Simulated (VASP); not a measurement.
Computed with PBEsol GGA with spin-orbit coupling, VASP's PBE PAW potentials (set 64) (plane waves; VASP).

VASP ran on this input.

### KPOINTS
```
K-points
0
G
 11 11 11
0 0 0
```

**KPOINTS_OPT**
```
k-points along high-symmetry lines
8
Line-mode
Reciprocal
  0.000000   0.000000   0.000000 ! GAMMA
  0.000000   0.500000   0.000000 ! X

  0.000000   0.500000   0.000000 ! X
  0.500000   0.500000   0.000000 ! M

  0.500000   0.500000   0.000000 ! M
  0.000000   0.000000   0.000000 ! GAMMA

  0.000000   0.000000   0.000000 ! GAMMA
  0.500000   0.500000   0.500000 ! R

  0.500000   0.500000   0.500000 ! R
  0.000000   0.500000   0.000000 ! X

  0.500000   0.500000   0.500000 ! R
  0.500000   0.500000   0.000000 ! M
```

### POSCAR
```
In
1
    3.0157502075     0.0000000000    -0.0000000000
    0.0000000000     3.0157502075    -0.0000000000
    0.0000000000     0.0000000000     3.0157502075
In
1
Direct
  0.0000000000   0.0000000000   0.0000000000
```

**INCAR**
```
ALGO = Normal
EDIFF = 1E-6
ENCUT = 400
GGA = PS
GGA_COMPAT = .FALSE.
ISMEAR = 0
LASPH = .TRUE.
LCHARG = .FALSE.
LMAXMIX = 4
LREAL = .FALSE.
LSORBIT = .TRUE.
LWAVE = .FALSE.
MAGMOM = 0 0 0
NELM = 100
PREC = Accurate
SIGMA = 0.05
SYSTEM = In
```

POTCAR, in this order: In_d (PBE.64 set). Program: vasp_ncl.

Output

File OSZICAR:
```
       N       E                     dE             d eps       ncg     rms          rms(c)
DAV:   1     0.100149509206E+03    0.10015E+03   -0.55608E+03  2252   0.147E+03
DAV:   2     0.460391517249E+01   -0.95546E+02   -0.93730E+02  2260   0.347E+02
DAV:   3    -0.272538732932E+01   -0.73293E+01   -0.72965E+01  2596   0.116E+02
DAV:   4    -0.294899101979E+01   -0.22360E+00   -0.22349E+00  2844   0.213E+01
DAV:   5    -0.296293789530E+01   -0.13947E-01   -0.13946E-01  3288   0.417E+00    0.262E+00
DAV:   6    -0.292537057963E+01    0.37567E-01   -0.74182E-02  3056   0.635E+00    0.117E+00
DAV:   7    -0.291937246946E+01    0.59981E-02   -0.17426E-02  3064   0.271E+00    0.446E-01
DAV:   8    -0.291900196169E+01    0.37051E-03   -0.46961E-04  2536   0.279E-01    0.206E-01
DAV:   9    -0.291882810568E+01    0.17386E-03   -0.22734E-04  2660   0.309E-01    0.148E-02
DAV:  10    -0.291882889439E+01   -0.78871E-06   -0.87368E-06  3408   0.380E-02
   1 F= -.29188289E+01 E0= -.29183267E+01  d E =-.100434E-02  mag=    -0.0000    -0.0000    -0.0000
       N       E                     dE             ncg
```

OUTCAR:
```
------------------------ aborting loop because EDIFF is reached ----------------------------------------
  FORCE on cell =-STRESS in cart. coord.  units (eV):
  Direction    XX          YY          ZZ          XY          YZ          ZX
  --------------------------------------------------------------------------------------
  Total       -0.0351446     -0.0351446     -0.0351446     -0.0000000     -0.0000000     -0.0000000
  in kB       -2.0529700     -2.0529700     -2.0529700     -0.0000000     -0.0000000     -0.0000000
  external PRESSURE =      -2.0529700 kB  Pullay stress =       0.0000000 kB
  volume of cell :       27.43
      direct lattice vectors                 reciprocal lattice vectors
     3.015750208  0.000000000  0.000000000     0.331592450  0.000000000  0.000000000
     0.000000000  3.015750208  0.000000000     0.000000000  0.331592450  0.000000000
     0.000000000  0.000000000  3.015750208     0.000000000  0.000000000  0.331592450
 POSITION                                       TOTAL-FORCE (eV/Angst)
 -----------------------------------------------------------------------------------
      0.00000      0.00000      0.00000         0.000000      0.000000      0.000000
 -----------------------------------------------------------------------------------
    total drift:                               -0.000000     -0.000000     -0.000000
  FREE ENERGIE OF THE ION-ELECTRON SYSTEM (eV)
  ---------------------------------------------------
  free  energy   TOTEN  =        -2.9188288944 eV

  energy  without entropy=       -2.9178245588  energy(sigma->0) =       -2.91832673

 Ion:    1  E_soc:     -0.0752646
```
(Selected blocks of OUTCAR.)

### OUTCAR
```
 val. band max:        6.5805535814   @ k =   0.3636   0.2727   0.0909

 cond. band min:       6.6389310253   @ k =   0.4545   0.4545   0.1818


 Fermi energy:         6.6210031819

 k-point     1 :       0.0000    0.0000    0.0000
  band No.  band energies     occupation
      1      -8.5049      1.00000
      2      -8.5049      1.00000
      3      -8.5049      1.00000
      4      -8.5049      1.00000
      5      -7.4776      1.00000
      6      -7.4776      1.00000
      7      -7.4776      1.00000
      8      -7.4776      1.00000
      9      -7.1563      1.00000
     10      -7.1563      1.00000
     11      -2.6216      1.00000
     12      -2.6216      1.00000
     13      13.6729      0.00000
     14      13.6729      0.00000
     15      14.3052      0.00000
     16      14.3052      0.00000
     17      14.3052      0.00000
     18      14.3052      0.00000
     19      17.3843      0.00000
     20      17.3843      0.00000

 k-point     2 :       0.0909    0.0000    0.0000
  band No.  band energies     occupation
      1      -8.5026      1.00000
      2      -8.5026      1.00000
      3      -8.4743      1.00000
      4      -8.4743      1.00000
      5      -7.4818      1.00000
      6      -7.4818      1.00000
      7      -7.4808      1.00000
      8      -7.4808      1.00000
      9      -7.1678      1.00000
     10      -7.1678      1.00000
     11      -2.4777      1.00000
     12      -2.4777      1.00000
     13      12.3899      0.00000
     14      12.3899      0.00000
     15      14.0841      0.00000
     16      14.0841      0.00000
     17      14.4747      0.00000
     18      14.4747      0.00000
     19      17.4653      0.00000
     20      17.4653      0.00000

 k-point     3 :       0.1818    0.0000    0.0000
  band No.  band energies     occupation
      1      -8.4966      1.00000
      2      -8.4966      1.00000
      3      -8.3996      1.00000
      4      -8.3996      1.00000
      5      -7.4914      1.00000
...
```

The structure was generated: In was put into the simple-cubic type (Pm-3m), which need not be its known phase. It was relaxed first, which changed the volume by -7 %.
